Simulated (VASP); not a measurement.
The input files of a VASP run:

KPOINTS:
```
Automatic mesh
0
Gamma
9 9 9
0 0 0
```

### INCAR
```
! general
SYSTEM =BAs
PREC   =Accurate
ENCUT  =520
LREAL  =.FALSE.   ! projection in real space or not
LASPH  =.TRUE.   ! aspherical one-centre terms

! electronic loop
EDIFF  =1E-6
NELM   =100   ! most electronic steps
ALGO   =Normal
LMAXMIX=4   ! l cut-off of mixed one-centre charges

! smearing
ISMEAR =0   ! Gaussian
SIGMA  =0.05

! functional
GGA    =RP   ! RPBE

! ions
IBRION =2   ! conjugate gradients
NSW    =60
ISIF   =3   ! ions, shape and volume
EDIFFG =-0.01

! output
LWAVE  =.FALSE.
LCHARG =.FALSE.
```

POSCAR:
```
BAs
1
   -0.0000000000     2.4235950113     2.4235950113
    2.4235950113    -0.0000000000     2.4235950113
    2.4235950113     2.4235950113     0.0000000000
B As
1 1
Direct
  0.0000000000   0.0000000000   0.0000000000
  0.2500000000   0.2500000000   0.2500000000
```

POTCAR, in this order: B As (PBE.64 set). Program: vasp_std.

**Question.** Translate this RPBE calculation to Quantum ESPRESSO's pw.x.

**Answer.** One equivalent input (not run):
```
&CONTROL
  calculation = 'vc-relax'
  pseudo_dir = './pseudo'
  outdir = './out'
  tprnfor = .true.
  tstress = .true.
  nstep = 60
  forc_conv_thr = 0.00039
/
&SYSTEM
  ibrav = 0
  nat = 2
  ntyp = 2
  ecutwfc = 84
  occupations = 'smearing'
  smearing = 'gaussian'
  degauss = 0.003675
  input_dft = 'rpbe'
/
&ELECTRONS
  conv_thr = 7.3e-08
  electron_maxstep = 100
/
&IONS
/
&CELL
/
ATOMIC_SPECIES
  B 10.810 B.upf
  As 74.922 As.upf
CELL_PARAMETERS angstrom
    -0.0000000    2.4235950    2.4235950
     2.4235950   -0.0000000    2.4235950
     2.4235950    2.4235950    0.0000000
ATOMIC_POSITIONS crystal
  B    0.0000000  0.0000000  0.0000000
  As   0.2500000  0.2500000  0.2500000
K_POINTS automatic
  9 9 9 0 0 0
```
Limits of the translation: the potentials are each code's own (VASP's PAW set, PseudoDojo norm-conserving files in pw.x), so ENCUT and ecutwfc are chosen apart and not converted; conv_thr bounds pw.x's estimated SCF error, while EDIFF bounds the energy change between steps; forc_conv_thr acts on force components and is met together with etot_conv_thr.

The compound is BAs in the zinc blende structure. It was relaxed first. The start is the result of an earlier pass.
